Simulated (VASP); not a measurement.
All values below come from RPA correlation on PBE orbitals, VASP's PBE PAW potentials (set 64) (plane waves; VASP).

The input files of a VASP run:

File POSCAR:
```
BP
1
    0.0000000000     2.2998720000     2.2998720000
    2.2998720000     0.0000000000     2.2998720000
    2.2998720000     2.2998720000     0.0000000000
B P
1 1
Direct
  0.0000000000   0.0000000000   0.0000000000
  0.2500000000   0.2500000000   0.2500000000
```

KPOINTS:
```
Automatic mesh
0
Gamma
4 4 4
```

### INCAR
```
SYSTEM  =  BP
PREC  =  Normal; ENCUT  =  500; LREAL  =  .False.
LASPH  =  .True.; NBANDS  =  636
ALGO  =  ACFDT
ISMEAR  =  0; SIGMA  =  0.01
GGA  =  PE
LWAVE  =  .False.; LCHARG  =  .False.
NOMEGA  =  12; ENCUTGW  =  300
```

POTCAR, in this order: B_GW P_GW (PBE.64 set). Program: vasp_std. Read from the step before: WAVECAR, WAVEDER.

Output of the run:

**OUTCAR**
```
 ion  position               nearest neighbor table
   1  0.000  0.000  0.000-   2 1.99   2 1.99   2 1.99   2 1.99
   2  0.250  0.250  0.250-   1 1.99   1 1.99   1 1.99   1 1.99
  LATTYP: Found a face centered cubic cell.
 ALAT       =     4.5997440000
 Subroutine PRICEL returns:
 Original cell was already a primitive cell.
 Subroutine GETGRP returns: Found 24 space group operations
The static configuration has the point symmetry T_d .
The dynamic configuration has the point symmetry T_d .
 Subroutine INISYM returns: Found 24 space group operations
 Subroutine IBZKPT returns following result:
 Found      8 irreducible k-points:

 Following reciprocal coordinates:
            Coordinates               Weight
  0.000000  0.000000  0.000000      1.000000
  0.250000  0.000000  0.000000      8.000000
  0.500000  0.000000  0.000000      4.000000
  0.250000  0.250000  0.000000      6.000000
  0.500000  0.250000  0.000000     24.000000
 -0.250000  0.250000  0.000000     12.000000
  0.500000  0.500000  0.000000      3.000000
 -0.250000  0.500000  0.250000      6.000000
 Subroutine IBZKPT_HF returns following result:
...
```

### OSZICAR
```
energies w=
    0.000    0.339    0.000    1.108    0.000    2.181    0.000    3.885
    0.000    6.780    0.000   11.895    0.000   21.194    0.000   38.551
    0.000   71.925    0.000  138.767    0.000  284.223    0.000  704.034
NQ=   1    0.0000    0.0000    0.0000,
 performed       1910000 updates of chi_q(r,r)
NQ=   2    0.2500    0.0000    0.0000,
 performed       3820000 updates of chi_q(r,r)
NQ=   3    0.5000    0.0000    0.0000,
 performed       5730000 updates of chi_q(r,r)
NQ=   4    0.2500    0.2500    0.0000,
 performed       7640000 updates of chi_q(r,r)
NQ=   5    0.5000    0.2500    0.0000,
 performed       9550000 updates of chi_q(r,r)
NQ=   6   -0.2500    0.2500    0.0000,
 performed      11460000 updates of chi_q(r,r)
NQ=   7    0.5000    0.5000    0.0000,
 performed      13370000 updates of chi_q(r,r)
NQ=   8   -0.2500    0.5000    0.2500,
 performed      15280000 updates of chi_q(r,r)
```

### OUTCAR
```


      cutoff energy     smooth cutoff   RPA   correlation   Hartree contr. to MP2
---------------------------------------------------------------------------------
            300.000           240.000      -12.7495622364      -20.8561555087
            285.714           228.571      -12.7233789004      -20.8288978353
            272.109           217.687      -12.6948788972      -20.7991526878
            259.151           207.321      -12.6644724635      -20.7673354685
            246.811           197.449      -12.6319290595      -20.7331908891
            235.058           188.046      -12.5965394341      -20.6959856576
            223.865           179.092      -12.5591635200      -20.6565958090
            213.204           170.564      -12.5188215940      -20.6139558596
  linear regression
  converged value                          -13.0944452797      -21.2184614324
```
(Selected blocks of OUTCAR.)

The mesh is coarse, so the correlation energy is not converged in k-points.

The compound is BP in the zinc blende structure. This cell is one point of a volume scan, at 1.04 of the reference volume. The k-mesh is coarse (spacing up to 0.59 per Å, 2π included), so the numbers may not be converged in it.
